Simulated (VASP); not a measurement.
## Sn2GeO2: elastic constants with PBE

The system is Sn2GeO2.

```
Sn Ge O
1.0
    -1.84684    1.84684    6.43312
     1.84684   -1.84684    6.43312
     1.84684    1.84684   -6.43312
Sn Ge O
2 1 2
Direct
  0.65391 0.65391 0.00000
  0.34609 0.34609 0.00000
  0.00000 0.00000 0.00000
  0.25000 0.75000 0.50000
  0.75000 0.25000 0.50000
```

The cell was built by a generator and needn't be a form met in nature.

- Program: VASP 6.6.1
- Task: elastic constants
- Functional: PBE
- Potentials or basis: VASP PAW PBE potentials, release 64 (Sn_d, Ge_d, O)
- Cutoff: 520 eV
- k mesh: 8 × 8 × 8
- Occupations: gaussian, width 0.1 eV
- Spin: no spin polarisation
- Ions in elastic constants: relaxed
- Further INCAR settings: ALGO = Fast; EDIFF = 1e-08; IBRION = 6; POTIM = 0.015; NSW = 1; ISIF = 3

```json
{"Relaxed volume": "17.71 Å³/atom", "Relaxed cell": "a = 7.011 Å, b = 7.011 Å, c = 7.011 Å, α = 149.50°, β = 149.50°, γ = 43.68°", "Space group after relaxing (to 0.05 Å)": "I4/mmm (No. 139)", "Voigt bulk modulus": "66 GPa", "Highest phonon frequency at Γ, LO-TO splitting left out": "513 cm⁻¹"}
```

The path:
| step | energy change (eV) | largest force (eV/Å) | pressure (GPa) | volume (Å³) |
| --- | --- | --- | --- | --- |
| 1 | 0.0000 | 0.1363 | 0.13 | 87.77 |
| 2 | -0.0033 | 0.0557 | 0.24 | 87.94 |
| 3 | -0.0045 | 0.0327 | 0.38 | 88.13 |
| 4 | -0.0046 | 0.0684 | -0.33 | 88.85 |
| 5 | -0.0049 | 0.0187 | 0.02 | 88.50 |
| 6 | -0.0049 | 0.0196 | 0.01 | 88.50 |
| 7 | -0.0050 | 0.0014 | -0.01 | 88.56 |

Final structure:
```xyz
5
Lattice="-1.8445 1.8445 6.5082 1.8445 -1.8445 6.5082 1.8445 1.8445 -6.5082" Properties=species:S:1:pos:R:3 pbc="T T T"
Sn    0.0000    0.0000    8.5268
Sn    0.0000    0.0000    4.4896
Ge    0.0000    0.0000    0.0000
O     1.8445    0.0000    3.2541
O     0.0000    1.8445    3.2541
```

Phonon frequencies in cm⁻¹ (negative: imaginary):
```tsv
q point	frequencies
(0.000, 0.000, 0.000)	0 0 0 32 32 106 106 107 223 287 287 303 330 513 513
```

Elastic tensor in Voigt notation (GPa, in the Cartesian axes of the cell as first typed):
```
119  85  18   0   0   0
 85 119  18   0   0   0
 18  18 111   0   0   0
  0   0   0   4   0   0
  0   0   0   0   4   0
  0   0   0   0   0  44
```

Clamped-ion elastic tensor (GPa):
```
148  83  46   0   0   0
 83 148  46   0   0   0
 46  46 172   0   0   0
  0   0   0  30   0   0
  0   0   0   0  30   0
  0   0   0   0   0  44
```

It took 93 min on 8 MPI ranks on Intel(R) Xeon(R) 6975P-C (Granite Rapids) (shared host), peak memory 0.82 GiB a rank.
